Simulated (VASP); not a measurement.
All values below come from PBE GGA with D3 dispersion (Becke-Johnson damping), VASP's PBE PAW potentials (set 64) (plane waves; VASP 6.6.1).

VASP ran on this input.

INCAR:
```
SYSTEM = Se
PREC = Accurate
ENCUT = 520
EDIFF = 1E-7
NELM = 100
ALGO = Normal
LREAL = .FALSE.
LASPH = .TRUE.
ISMEAR = 0
SIGMA = 0.05
GGA = PE
IVDW = 12
LMAXMIX = 4
LWAVE = .FALSE.
LCHARG = .FALSE.
ISIF = 4
IBRION = 2
NSW = 30
EDIFFG = -0.01
```

File POSCAR:
```
Se
1.0
  2.0578002540  -3.5642145800   0.0000000000
  2.0578002540   3.5642145800   0.0000000000
  0.0000000000   0.0000000000   5.1863733022
Se
3
Cart
  0.5071413307   0.8783945485   3.4575839303
  3.1013178466  -0.0000000000   0.0000000000
  0.5071413307  -0.8783945485   1.7287893719
```

File KPOINTS:
```
Regular mesh
0
G
 6 6 5
```

POTCAR, in this order: Se (PBE.64 set). Program: vasp_std.

Problem. What will the output report for the number of irreducible k-points (NKPTS), largest plane-wave count, number of space-group operations, FFT grid (NGX, NGY, NGZ)?

Solution. 
```
Property                                       Value
--------------------------------------  ------------
number of irreducible k-points (NKPTS)            27
largest plane-wave count                        2095
number of space-group operations                   6
FFT grid (NGX, NGY, NGZ)                32 × 32 × 40
```

The compound is Se in the trig structure. This cell is one point of a volume scan, at 1.03 of the reference volume. Symmetry was kept, so distortions that lower it aren't found.
